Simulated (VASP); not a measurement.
All values below come from G0W0 on PBE orbitals, VASP's PBE PAW potentials (set 64) (plane waves; VASP).

VASP ran on this input.

**INCAR**
```
# general
SYSTEM     =MgO
PREC       =Normal
ENCUT      =500
LREAL      =F
LASPH      =T
NBANDS     =320

# electronic loop
ALGO       =EVGW0

# smearing
ISMEAR     =0
SIGMA      =0.01

# functional
GGA        =PE

# output
LWAVE      =F
LCHARG     =F

# other
NELMGW     =1
NOMEGA     =64
ENCUTGW    =300
NBANDSGW   =16
LSPECTRALGW=T
```

**KPOINTS**
```
Automatic mesh
0
Gamma
4 4 4
0 0 0
```

File POSCAR:
```
MgO
1
    0.0000000000     2.1050000000     2.1050000000
    2.1050000000     0.0000000000     2.1050000000
    2.1050000000     2.1050000000     0.0000000000
Mg O
1 1
Direct
  0.0000000000   0.0000000000   0.0000000000
  0.5000000000   0.5000000000   0.5000000000
```

POTCAR, in this order: Mg_sv_GW O_GW_new (PBE.64 set). Program: vasp_std. Read from the step before: WAVECAR, WAVEDER.

What VASP printed:

OUTCAR:
```
 ion  position               nearest neighbor table
   1  0.000  0.000  0.000-   2 2.10   2 2.10   2 2.10   2 2.10   2 2.10   2 2.10
   2  0.500  0.500  0.500-   1 2.10   1 2.10   1 2.10   1 2.10   1 2.10   1 2.10
  LATTYP: Found a face centered cubic cell.
 ALAT       =     4.2100000000
 Subroutine PRICEL returns:
 Original cell was already a primitive cell.
 Subroutine GETGRP returns: Found 48 space group operations
The static configuration has the point symmetry O_h .
The dynamic configuration has the point symmetry O_h .
 Subroutine INISYM returns: Found 48 space group operations
 Subroutine IBZKPT returns following result:
 Found      8 irreducible k-points:

 Following reciprocal coordinates:
            Coordinates               Weight
  0.000000  0.000000  0.000000      1.000000
  0.250000  0.000000  0.000000      8.000000
  0.500000  0.000000  0.000000      4.000000
  0.250000  0.250000  0.000000      6.000000
  0.500000  0.250000  0.000000     24.000000
 -0.250000  0.250000  0.000000     12.000000
  0.500000  0.500000  0.000000      3.000000
 -0.250000  0.500000  0.250000      6.000000
 Subroutine IBZKPT_HF returns following result:
   k-points           NKPTS =      8   k-points in BZ     NKDIM =     64   number of bands    NBANDS=    320
   number of dos      NEDOS =    301   number of ions     NIONS =      2
   total plane-waves  NPLWV =   4096
   dimension x,y,z NGX =    16 NGY =   16 NGZ =   16
   dimension x,y,z NGXF=    32 NGYF=   32 NGZF=   32
   ions per type =               1   1
   PREC   = normal    normal or accurate (medium, high low for compatibility)
   ISTART =      1    job   : 0-new  1-cont  2-samecut
   ICHARG =      0    charge: 1-file 2-atom 10-const
   ISPIN  =      1    spin polarized calculation?
   LNONCOLLINEAR =      F non collinear calculations
   LSORBIT =      F    spin-orbit coupling
   INIWAV =      1    electr: 0-lowe 1-rand  2-diag
   ENCUT  =  500.0 eV  36.75 Ry    6.06 a.u.   5.43  5.43  5.43*2*pi/ulx,y,z
   NELM   =     60;   NELMIN=  2; NELMDL=  0     # of ELM steps
   EDIFF  = 0.1E-03   stopping-criterion for ELM
   LREAL  =      F    real-space projection
   NLSPLINE    = F    spline interpolate recip. space projectors
   LMAXMIX     =    2 max onsite mixed and CHGCAR
   VOSKOWN=      0    Vosko Wilk Nusair interpolation
   EDIFFG = 0.1E-02   stopping-criterion for IOM
   NSW    =      0    number of steps for IOM
   NBLOCK =      1;   KBLOCK =      1    inner block; outer block
   IBRION =     -1    ionic relax: 0-MD 1-quasi-New 2-CG
   NFREE  =      0    steps in history (QN), initial steepest desc. (CG)
   ISIF   =      0    stress and relaxation
   ISYM   =      3    0-nonsym 1-usesym 2-fastsym
   TEIN   =    0.0    initial temperature
   TEBEG  =    0.0;   TEEND  =   0.0 temperature during run
   SMASS  =  -3.00    Nose mass-parameter (am)
   PSTRESS=    0.0 pullay stress
   NELECT =      16.0000    total number of electrons
   EFERMI =   0.00;   METHOD = LEGACY
   ISMEAR =     0;   SIGMA  =   0.01  broadening in eV -4-tet -1-fermi 0-gaus
   IALGO  =     38    algorithm
   LDIAG  =      T    sub-space diagonalisation (order eigenvalues)
   IMIX   =      4    mixing-type and parameters
     AMIX     =   0.40;   BMIX     =  1.00
     AMIX_MAG =   1.60;   BMIX_MAG =  1.00
     AMIN     =   0.10
   GGA     = PE    functional components
   VOSKOWN =     0    Vosko Wilk Nusair interpolation
   LHFCALC =     T    Hartree Fock is set to
   NKREDX  =     1    reduce k-point grid by
   AEXX    =    1.0000 exact exchange contribution
   HFSCREEN=    0.0000 screening length (either q_TF or 0.3 A-1)
   HFRCUT  =    0.0000 spherical cutoff for potential kernel
   AGGAX   =    0.0000 GGA exchange part
   ALDAC   =    0.0000 LDA correlation
   AGGAC   =    0.0000 GGA correlation
...
```

### OSZICAR
```
energies w=
    0.000    0.000    1.859    0.000    3.714    0.000    5.561    0.000
    7.397    0.000    9.217    0.000   11.019    0.000   12.801    0.000
   14.561    0.000   16.298    0.000   18.012    0.000   19.702    0.000
   21.370    0.000   23.015    0.000   24.640    0.000   26.245    0.000
   27.834    0.000   29.408    0.000   30.969    0.000   32.521    0.000
   34.067    0.000   35.608    0.000   37.150    0.000   38.694    0.000
   40.245    0.000   41.806    0.000   43.382    0.000   44.977    0.000
   46.595    0.000   48.241    0.000   49.921    0.000   51.640    0.000
   53.405    0.000   55.223    0.000   57.101    0.000   59.049    0.000
   61.075    0.000   63.190    0.000   65.408    0.000   67.741    0.000
   70.207    0.000   72.823    0.000   75.612    0.000   78.598    0.000
   81.812    0.000   85.290    0.000   89.073    0.000   93.215    0.000
   97.776    0.000  102.836    0.000  108.490    0.000  114.860    0.000
  122.103    0.000  130.420    0.000  140.080    0.000  151.444    0.000
  165.014    0.000  181.503    0.000  201.963    0.000  228.013    0.000
  262.275    0.000  309.302    0.000  377.750    0.000  486.353    0.000
NQ=   1    0.0000    0.0000    0.0000,
 performed        401000 updates of chi_q(r,r)
NQ=   2    0.2500    0.0000    0.0000,
 performed       1171000 updates of chi_q(r,r)
NQ=   3    0.5000    0.0000    0.0000,
 performed       1756000 updates of chi_q(r,r)
NQ=   4    0.2500    0.2500    0.0000,
 performed       2454000 updates of chi_q(r,r)
NQ=   5    0.5000    0.2500    0.0000,
 performed       3387000 updates of chi_q(r,r)
NQ=   6   -0.2500    0.2500    0.0000,
 performed       4218000 updates of chi_q(r,r)
NQ=   7    0.5000    0.5000    0.0000,
 performed       4762000 updates of chi_q(r,r)
NQ=   8   -0.2500    0.5000    0.2500,
 performed       5470000 updates of chi_q(r,r)
 resolving degeneracies of screened two electron integrals
```

OUTCAR:
```


 k-point   1 :       0.0000    0.0000    0.0000
  band No.  KS-energies  QP-energies   sigma(KS)   V_xc(KS)     V^pw_x(r,r')   Z            occupation Imag(sigma)

      1     -67.8932     -78.3965     -46.8742     -33.7091     -56.4607       0.7978       2.0000       0.7180
      2     -34.6243     -41.2149     -41.2552     -33.1406     -48.6730       0.8122       2.0000       0.3177
      3     -34.6243     -41.2149     -41.2552     -33.1406     -48.6730       0.8122       2.0000       0.3177
      4     -34.6243     -41.2149     -41.2552     -33.1406     -48.6730       0.8122       2.0000       0.3177
      5     -12.8383     -15.5275     -22.0195     -18.3705     -30.1792       0.7370       2.0000       1.5108
      6       4.4192       2.6328     -22.1589     -19.8778     -25.4926       0.7831       2.0000       0.2555
      7       4.4192       2.6328     -22.1589     -19.8778     -25.4926       0.7831       2.0000       0.2555
      8       4.4192       2.6328     -22.1589     -19.8778     -25.4926       0.7831       2.0000       0.2555
      9       9.1571      10.0962     -12.3181     -13.4445      -8.5269       0.8337       0.0000      -0.1647
     10      20.2187      21.2058      -8.4290      -9.6122      -3.6602       0.8342       0.0000      -0.2731
     11      20.2187      21.2058      -8.4290      -9.6122      -3.6602       0.8342       0.0000      -0.2731
     12      20.2187      21.2058      -8.4290      -9.6122      -3.6602       0.8342       0.0000      -0.2731
     13      24.1193      24.6005      -7.3233      -7.9135      -1.7171       0.8153       0.0000      -0.7423
     14      25.9098      27.1890      -9.3194     -10.8559      -4.2053       0.8325       0.0000      -0.3535
     15      25.9098      27.1890      -9.3194     -10.8559      -4.2053       0.8325       0.0000      -0.3535
     16      28.7816      30.3597     -11.0206     -12.9630      -5.0514       0.8124       0.0000      -0.6643

 k-point   2 :       0.2500    0.0000    0.0000
  band No.  KS-energies  QP-energies   sigma(KS)   V_xc(KS)     V^pw_x(r,r')   Z            occupation Imag(sigma)

      1     -67.8940     -78.3617     -46.8818     -33.7198     -56.4715       0.7953       2.0000       0.7164
      2     -34.6683     -41.1843     -41.1605     -33.0466     -48.5794       0.8031       2.0000       0.3327
      3     -34.6291     -41.2114     -41.2445     -33.1333     -48.6626       0.8115       2.0000       0.3167
      4     -34.6291     -41.2114     -41.2445     -33.1333     -48.6626       0.8115       2.0000       0.3167
      5     -12.2364     -14.9068     -22.5702     -18.9504     -30.6560       0.7377       2.0000       1.4468
      6       1.7560      -0.2315     -19.5339     -16.9736     -23.0210       0.7763       2.0000       0.3157
      7       4.0740       2.2475     -21.8005     -19.4593     -25.1843       0.7802       2.0000       0.2630
      8       4.0740       2.2475     -21.8005     -19.4593     -25.1843       0.7802       2.0000       0.2630
      9      11.5210      12.5706     -12.8684     -14.1418      -8.8936       0.8243       0.0000      -0.1836
     10      16.9980      18.0536     -10.4000     -11.6867      -5.6638       0.8204       0.0000      -0.2638
     11      21.0864      22.2127      -9.2649     -10.6238      -4.3765       0.8289       0.0000      -0.2992
     12      21.0864      22.2127      -9.2649     -10.6238      -4.3765       0.8289       0.0000      -0.2992
     13      24.5758      25.8281      -9.6322     -11.1528      -4.3709       0.8235       0.0000      -0.4085
     14      24.5758      25.8281      -9.6322     -11.1528      -4.3709       0.8235       0.0000      -0.4085
     15      26.4541      27.6504      -9.8951     -11.3511      -4.0956       0.8217       0.0000      -0.6966
     16      32.2510      33.3351      -8.0353      -9.2846      -2.2584       0.8678       0.0000      -1.1892

 k-point   3 :       0.5000    0.0000    0.0000
  band No.  KS-energies  QP-energies   sigma(KS)   V_xc(KS)     V^pw_x(r,r')   Z            occupation Imag(sigma)

      1     -67.8895     -78.4162     -46.8869     -33.7270     -56.4785       0.7999       2.0000       0.7147
      2     -34.7116     -41.1866     -41.0658     -32.9541     -48.4852       0.7982       2.0000       0.3471
      3     -34.6336     -41.2019     -41.2330     -33.1251     -48.6513       0.8101       2.0000       0.3156
      4     -34.6336     -41.2019     -41.2330     -33.1251     -48.6513       0.8101       2.0000       0.3156
      5     -11.5208     -14.1730     -23.3451     -19.7615     -31.3634       0.7401       2.0000       1.3714
      6      -0.2051      -2.3764     -18.2043     -15.3752     -22.0725       0.7675       2.0000       0.4098
      7       3.7608       1.8953     -21.5088     -19.1097     -24.9491       0.7776       2.0000       0.2710
      8       3.7608       1.8953     -21.5088     -19.1097     -24.9491       0.7776       2.0000       0.2710
      9      12.3244      13.2686     -10.3165     -11.4468      -6.2022       0.8353       0.0000      -0.1924
     10      17.0457      18.5089     -14.6157     -16.4701      -9.4572       0.7891       0.0000      -0.3095
     11      20.7631      22.0336      -9.9467     -11.4764      -5.1617       0.8306       0.0000      -0.2778
     12      20.7631      22.0336      -9.9467     -11.4764      -5.1617       0.8306       0.0000      -0.2778
     13      25.3300      26.3870      -9.2511     -10.5311      -3.5635       0.8258       0.0000      -0.6027
     14      26.9270      28.0692     -10.0018     -11.4090      -3.9155       0.8117       0.0000      -0.7245
     15      26.9270      28.0692     -10.0018     -11.4090      -3.9155       0.8117       0.0000      -0.7245
     16      33.0040      34.5145      -9.6642     -11.4129      -3.8841       0.8638       0.0000      -1.1567

 k-point   4 :       0.2500    0.2500    0.0000
  band No.  KS-energies  QP-energies   sigma(KS)   V_xc(KS)     V^pw_x(r,r')   Z            occupation Imag(sigma)

      1     -67.8924     -78.3871     -46.8835     -33.7221     -56.4735       0.7974       2.0000       0.7162
      2     -34.6640     -41.1801     -41.1675     -33.0566     -48.5856       0.8034       2.0000       0.3273
      3     -34.6390     -41.1988     -41.2281     -33.1130     -48.6441       0.8083       2.0000       0.3186
      4     -34.6390     -41.1988     -41.2281     -33.1130     -48.6441       0.8083       2.0000       0.3186
      5     -12.0785     -14.7400     -22.6863     -19.0784     -30.7554       0.7377       2.0000       1.4334
      6       1.7836      -0.1995     -19.5561     -17.0018     -23.0521       0.7764       2.0000       0.3148
      7       3.6811       1.8126     -21.4796     -19.0803     -24.9140       0.7788       2.0000       0.2710
      8       3.6811       1.8126     -21.4796     -19.0803     -24.9140       0.7788       2.0000       0.2710
      9      12.5044      13.6580     -13.7969     -15.2136      -9.6788       0.8143       0.0000      -0.1956
     10      15.5776      16.3732      -8.0152      -8.9610      -3.5882       0.8412       0.0000      -0.2200
     11      19.9456      21.2336     -10.4721     -12.0322      -5.5666       0.8257       0.0000      -0.2889
     12      21.9087      23.1587     -10.6340     -12.1752      -5.3130       0.8110       0.0000      -0.3850
     13      21.9087      23.1587     -10.6340     -12.1752      -5.3130       0.8110       0.0000      -0.3850
     14      27.7807      29.1035      -9.4358     -11.0266      -4.1649       0.8315       0.0000      -0.4283
     15      31.7481      33.1788      -9.6728     -11.3951      -3.7419       0.8307       0.0000      -0.8328
     16      31.7481      33.1788      -9.6728     -11.3951      -3.7419       0.8307       0.0000      -0.8328

 k-point   5 :       0.5000    0.2500    0.0000
  band No.  KS-energies  QP-energies   sigma(KS)   V_xc(KS)     V^pw_x(r,r')   Z            occupation Imag(sigma)

      1     -67.8876     -78.4818     -46.8885     -33.7291     -56.4800       0.8051       2.0000       0.7148
      2     -34.6932     -41.1900     -41.1115     -32.9963     -48.5261       0.8006       2.0000       0.3335
      3     -34.6552     -41.1903     -41.1935     -33.0790     -48.6083       0.8054       2.0000       0.3197
      4     -34.6437     -41.1941     -41.2148     -33.1046     -48.6311       0.8077       2.0000       0.3174
      5     -11.4207     -14.0863     -23.3518     -19.7830     -31.3607       0.7469       2.0000       1.3691
      6       0.6055      -1.5190     -18.8031     -16.0547     -22.5639       0.7730       2.0000       0.3677
      7       2.5044       0.5217     -20.1877     -17.6461     -23.7005       0.7801       2.0000       0.2991
      8       3.4000       1.4954     -21.2556     -18.8061     -24.7472       0.7775       2.0000       0.2794
      9      14.1234      15.1632     -10.9553     -12.2105      -6.6250       0.8284       0.0000      -0.2119
     10      16.0046      17.2532     -12.7275     -14.2748      -7.9981       0.8070       0.0000      -0.2545
     11      17.7362      18.9759     -11.0452     -12.5476      -6.2685       0.8252       0.0000      -0.2577
     12      22.1109      23.4897     -11.1715     -12.8738      -5.8643       0.8100       0.0000      -0.3805
     13      23.2418      24.4861     -10.6707     -12.2097      -5.0302       0.8085       0.0000      -0.5023
     14      28.9030      30.0792      -9.5762     -11.0011      -3.6415       0.8255       0.0000      -0.7632
     15      31.1929      32.5528      -9.4041     -11.0238      -3.5707       0.8396       0.0000      -0.8595
     16      32.4512      34.0682     -10.8680     -12.7889      -4.6539       0.8418       0.0000      -1.0078

 k-point   6 :      -0.2500    0.2500    0.0000
  band No.  KS-energies  QP-energies   sigma(KS)   V_xc(KS)     V^pw_x(r,r')   Z            occupation Imag(sigma)

      1     -67.8896     -78.4001     -46.8872     -33.7271     -56.4785       0.7987       2.0000       0.7150
      2     -34.6858     -41.1914     -41.1230     -33.0100     -48.5418       0.8019       2.0000       0.3365
      3     -34.6574     -41.1763     -41.1916     -33.0750     -48.6050       0.8032       2.0000       0.3203
      4     -34.6337     -41.1940     -41.2322     -33.1248     -48.6505       0.8092       2.0000       0.3155
      5     -11.6057     -14.2529     -23.1864     -19.6026     -31.2095       0.7386       2.0000       1.3847
...
```
(Selected blocks of OUTCAR.)

The mesh is coarse and the basis finite, so the quasiparticle values are not converged.

The compound is MgO in the rock salt structure. The cell was not relaxed at this level. The k-mesh is coarse (spacing up to 0.65 per Å, 2π included), so the numbers may not be converged in it.
